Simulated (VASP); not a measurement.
An input for Quantum ESPRESSO's pw.x (written as the equivalent of a VASP run, and not itself run):

```
&CONTROL
  calculation = 'vc-relax'
  pseudo_dir = './pseudo'
  outdir = './out'
  tprnfor = .true.
  tstress = .true.
  nstep = 60
  forc_conv_thr = 0.00078
/
&SYSTEM
  ibrav = 0
  nat = 5
  ntyp = 2
  ecutwfc = 110
  occupations = 'smearing'
  smearing = 'gaussian'
  degauss = 0.003675
  input_dft = 'vdw-df2-b86r'
/
&ELECTRONS
  conv_thr = 7.3e-08
  electron_maxstep = 100
/
&IONS
/
&CELL
/
ATOMIC_SPECIES
  La 138.905 La.upf
  O 15.999 O.upf
CELL_PARAMETERS angstrom
     1.9640524   -3.4018385    0.0000000
     1.9640524    3.4018385   -0.0000000
     0.0000000    0.0000000    6.0933947
ATOMIC_POSITIONS crystal
  La   0.3333330  0.6666670  0.2453537
  La   0.6666670  0.3333330  0.7546463
  O    1.0000000  1.0000000  0.0000000
  O    0.3333330  0.6666670  0.6461208
  O    0.6666670  0.3333330  0.3538792
K_POINTS automatic
  6 6 4 0 0 0
```

Problem. Translate this input to VASP (INCAR, KPOINTS, POSCAR, choice of POTCAR).

Solution. This is not unique; one that fits is 
INCAR:
```
! general
SYSTEM  =La2O3
PREC    =Accurate
ENCUT   =520
LREAL   =.FALSE.
LASPH   =.TRUE.

! electronic loop
EDIFF   =1E-6
NELM    =100
ALGO    =Normal
LMAXMIX =6

! smearing
ISMEAR  =0
SIGMA   =0.05

! functional
GGA     =MK
LUSE_VDW=.TRUE.
AGGAC   =0.0
PARAM1  =0.1234568
PARAM2  =0.7114
ZAB_VDW =-1.8867

! ions
IBRION  =2
NSW     =60
ISIF    =3
EDIFFG  =-0.02

! output
LWAVE   =.FALSE.
LCHARG  =.FALSE.
```

POSCAR:
```
La2O3
1
    1.9640524175    -3.4018384858     0.0000000000
    1.9640524175     3.4018384858    -0.0000000000
    0.0000000000     0.0000000000     6.0933947271
La O
2 3
Direct
  0.3333330000   0.6666670000   0.2453536663
  0.6666670000   0.3333330000   0.7546463337
  1.0000000000   1.0000000000   0.0000000000
  0.3333330000   0.6666670000   0.6461208471
  0.6666670000   0.3333330000   0.3538791529
```

KPOINTS:
```
Automatic mesh
0
Gamma
6 6 4
0 0 0
```

POTCAR, in this order: La O (PBE.64 set). Program: vasp_std.

Limits of the translation: the potentials are each code's own (VASP's PAW set, PseudoDojo norm-conserving files in pw.x), so ENCUT and ecutwfc are chosen apart and not converted; conv_thr bounds pw.x's estimated SCF error, while EDIFF bounds the energy change between steps; forc_conv_thr acts on force components and is met together with etot_conv_thr.

The compound is La2O3 in the a-type structure. It was relaxed first. The start is the result of an earlier pass.
